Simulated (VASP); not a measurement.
Sn:

```
Sn
1.0
    -2.91590    2.91590    1.59095
     2.91590   -2.91590    1.59095
     2.91590    2.91590   -1.59095
Sn
2
Direct
  0.75000 0.25000 0.50000
  0.00000 0.00000 0.00000
```

- Program: VASP 6.6.1
- Task: relaxation of cell and atoms
- Functional: PBE
- Potentials or basis: VASP PAW PBE potentials, release 64 (Sn_d)
- Cutoff: 600 eV
- k mesh: 8 × 8 × 8
- Occupations: gaussian, width 0.05 eV
- Spin: no spin polarisation

At the start: pressure 2.6 GPa; volume 27.05 Å³/atom.

Problem. How do energy, volume and symmetry change on relaxing?

Solution. Over 6 steps the energy falls by 13.3 meV/atom and the volume is 28.46 Å³/atom (+5.2 %); space group I4_1/amd (No. 141, to 0.05 Å).

The path:
```
step  energy change (eV)  largest force (eV/Å)  pressure (GPa)  volume (Å³)
   1              0.0000                0.0000            2.56        54.11
   2             -0.0234                0.0000           -0.60        57.56
   3             -0.0243                0.0000           -0.11        56.99
   4             -0.0243                0.0000           -0.19        57.05
   5             -0.0260                0.0000           -0.18        56.97
   6             -0.0266                0.0000           -0.05        56.91
```

Final structure:
```
Sn
1.0
    -2.93777    2.93777    1.64852
     2.93777   -2.93777    1.64852
     2.93777    2.93777   -1.64852
Sn
2
Direct
  0.75000 0.25000 0.50000
  0.00000 0.00000 0.00000
```
